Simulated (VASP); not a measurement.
# Ga (I4_1/amd) in VASP: a series of runs, part 2 of 2

VASP 6.6.1. Earlier steps stand in the parts before.

## 3. Relaxation of cell and atoms, LDA

This run uses another cell than the first one, of 17.75 Å³/atom, 0.985 times its volume.

Input file INCAR:

```
PREC = Accurate
ENCUT = 600
EDIFF = 1E-7
ISMEAR = 0
SIGMA = 0.03
LREAL = F
LASPH = T
NELM = 80
ALGO = Normal
ISIF = 3
LWAVE = F
LCHARG = F
GGA = CA
IBRION = 2
NSW = 90
EDIFFG = -0.005
```

Input file KPOINTS:

```
Automatic mesh
0
Gamma
  14 14 14
```

Input file POSCAR:

```
Ga                                      
1.0
   -2.5903904540      2.5903904540      1.3226517467
    2.5903904540     -2.5903904540      1.3226517467
    2.5903904540      2.5903904540     -1.3226517467
  Ga            
     2
Direct
     0.0000000000000000    0.0000000000000000    0.0000000000000000
     0.7500000000000000    0.2500000000000000    0.5000000000000000
```

Potentials or basis: VASP PAW LDA potentials, release 64 (Ga_d).

Run with:

```
> cat potpaw_LDA.64/Ga_d/POTCAR > POTCAR
> mpirun -np 1 vasp_std > vasp.out
```

OUTCAR:

```text
PREC = Accurate
   ENCUT = 600
   EDIFF = 1E-7
   ISMEAR = 0
   LREAL = F
   LASPH = T
   NELM = 80
   ISIF = 3
   GGA = CA
   IBRION = 2
   NSW = 90
   EDIFFG = -0.005

 ion  position               nearest neighbor table
   1  0.000  0.000  0.000-   2 2.67   2 2.67   2 2.67   2 2.67
   2  0.750  0.250  0.500-   1 2.67   1 2.67   1 2.67   1 2.67

  LATTYP: Found a body centered tetragonal cell.
 ALAT       =     5.1807809080
 C/A-ratio  =     0.5105993750

  Lattice vectors:

 A1 = (  -2.5903904540,   2.5903904540,   1.3226517467)
 A2 = (   2.5903904540,  -2.5903904540,   1.3226517467)
 A3 = (   2.5903904540,   2.5903904540,  -1.3226517467)

Analysis of symmetry for initial positions (statically):
=====================================================================
 Subroutine PRICEL returns:
 Original cell was already a primitive cell.

 Routine SETGRP: Setting up the symmetry group for a
 body centered tetragonal supercell.

 Subroutine GETGRP returns: Found 16 space group operations
 (whereof  8 operations were pure point group operations)
[... 214 lines left out ...]

 E-fermi :   5.7254     XC(G=0): -11.5944

 val. band max:        5.7176515147   @ k =  -0.4286   0.5000   0.1429
 cond. band min:       5.7462180611   @ k =  -0.3571  -0.4286   0.0714
 fundamental gap:      0.0285665464
 Fermi energy:         5.7254416682

 k-point     1 :       0.0000    0.0000    0.0000
  band No.  band energies     occupation
      1      -9.5846      2.00000
      2      -9.5446      2.00000
      3      -9.5255      2.00000
      4      -9.4887      2.00000
      5      -9.1205      2.00000
      6      -9.1205      2.00000
[... 457 lines left out ...]
      4      -9.3375      2.00000
      5      -9.2825      2.00000
      6      -9.2805      2.00000
[... 9 lines left out ...]
     16      10.9032      0.00000
     17      11.0020      0.00000

 [... further k-points ...]

------------------------ aborting loop because EDIFF is reached ----------------------------------------

  FORCE on cell =-STRESS in cart. coord.  units (eV):
  Direction    XX          YY          ZZ          XY          YZ          ZX
  --------------------------------------------------------------------------------------
  -------------------------------------------------------------------------------------
  Total        0.0006989      0.0006989      0.0026731      0.0000000      0.0000000      0.0000000
  in kB        0.0315596      0.0315596      0.1207010      0.0000000      0.0000000      0.0000000
  external PRESSURE =       0.0612734 kB  Pullay stress =       0.0000000 kB

 VOLUME and BASIS-vectors are now :
 -----------------------------------------------------------------------------
  energy-cutoff  :      600.00
  volume of cell :       35.48
      direct lattice vectors                 reciprocal lattice vectors
    -2.590273375  2.590273375  1.322083488     0.000000000  0.193029819  0.378190942
     2.590273375 -2.590273375  1.322083488     0.193029819  0.000000000  0.378190942
     2.590273375  2.590273375 -1.322083488     0.193029819  0.193029819  0.000000000

 POSITION                                       TOTAL-FORCE (eV/Angst)
 -----------------------------------------------------------------------------------
      0.00000      5.18055      0.00000        -0.000000     -0.000000     -0.000000
      0.00000      2.59027      0.66104         0.000000      0.000000      0.000000
 -----------------------------------------------------------------------------------
    total drift:                               -0.000000     -0.000000      0.000000

  FREE ENERGIE OF THE ION-ELECTRON SYSTEM (eV)
  ---------------------------------------------------
  free  energy   TOTEN  =        -7.0728538414 eV

  energy  without entropy=       -7.0725778501  energy(sigma->0) =       -7.07271585

 reached required accuracy - stopping structural energy minimisation
```

OSZICAR:

```text
N       E                     dE             d eps       ncg     rms          rms(c)
DAV:   1     0.112363927927E+03    0.11236E+03   -0.15240E+04  8784   0.319E+03
DAV:   2    -0.417231444671E-01   -0.11241E+03   -0.11096E+03  8715   0.380E+02
DAV:   3    -0.706044293557E+01   -0.70187E+01   -0.69786E+01  9476   0.924E+01
DAV:   4    -0.715166544857E+01   -0.91223E-01   -0.91169E-01 10596   0.111E+01
DAV:   5    -0.715316890758E+01   -0.15035E-02   -0.15033E-02 10254   0.134E+00    0.146E+00
DAV:   6    -0.708795912519E+01    0.65210E-01   -0.13496E-01 11235   0.675E+00    0.693E-01
DAV:   7    -0.707451310176E+01    0.13446E-01   -0.20770E-02 11288   0.210E+00    0.199E-01
DAV:   8    -0.707284490905E+01    0.16682E-02   -0.23061E-03 10315   0.771E-01    0.175E-02
DAV:   9    -0.707284867599E+01   -0.37669E-05   -0.38061E-05 11178   0.720E-02    0.521E-03
DAV:  10    -0.707284811523E+01    0.56076E-06   -0.28183E-06 10471   0.225E-02    0.606E-04
DAV:  11    -0.707284809631E+01    0.18921E-07   -0.12984E-07  7363   0.560E-03
   1 F= -.70728481E+01 E0= -.70727077E+01  d E =-.707285E+01
       N       E                     dE             d eps       ncg     rms          rms(c)
DAV:   1    -0.707296012923E+01   -0.11201E-03   -0.15079E-03  9864   0.615E-01    0.597E-02
DAV:   2    -0.707287961045E+01    0.80519E-04   -0.17765E-04 10440   0.239E-01    0.286E-02
DAV:   3    -0.707285575186E+01    0.23859E-04   -0.26869E-05 11295   0.868E-02    0.650E-03
DAV:   4    -0.707285388595E+01    0.18659E-05   -0.43789E-06  9886   0.269E-02    0.124E-03
DAV:   5    -0.707285384142E+01    0.44529E-07   -0.24309E-07  7459   0.590E-03
   2 F= -.70728538E+01 E0= -.70727158E+01  d E =-.574511E-05
```

CONTCAR:

```text
Ga
   1.00000000000000
    -2.5902733750311544    2.5902733750311544    1.3220834884580539
     2.5902733750311544   -2.5902733750311544    1.3220834884580539
     2.5902733750311544    2.5902733750311544   -1.3220834884580539
  Ga
     2
Direct
     1.0000000000000000    0.0000000000000000    1.0000000000000000
     0.7500000000000000    0.2500000000000000    0.5000000000000000

  0.00000000E+00  0.00000000E+00  0.00000000E+00
  0.00000000E+00  0.00000000E+00  0.00000000E+00
```

It took 63 s on 1 thread of Intel Xeon 6975P-C (Granite Rapids), shared host; peak memory 0.27 GiB.

What came out:

| Property | Result |
| --- | --- |
| Free energy | -7.0729 eV |
| Relaxed volume | 17.74 Å³/atom |
| Relaxed cell | a = 3.894 Å, b = 3.894 Å, c = 3.894 Å, α = 96.62°, β = 96.62°, γ = 140.31° |
| Space group after relaxing (to 0.05 Å) | I4_1/amd (No. 141) |
| Energy gained by relaxing | 0.0 meV/atom |
| Ionic steps | 2 |
| Pressure after relaxing | 0.0 GPa |
| Band gap on the k mesh | none (metal or under the smearing width) |

Final structure:
```
Ga
1.0
    -2.59027    2.59027    1.32208
     2.59027   -2.59027    1.32208
     2.59027    2.59027   -1.32208
Ga
2
Direct
  0.00000 0.00000 0.00000
  0.75000 0.25000 0.50000
```
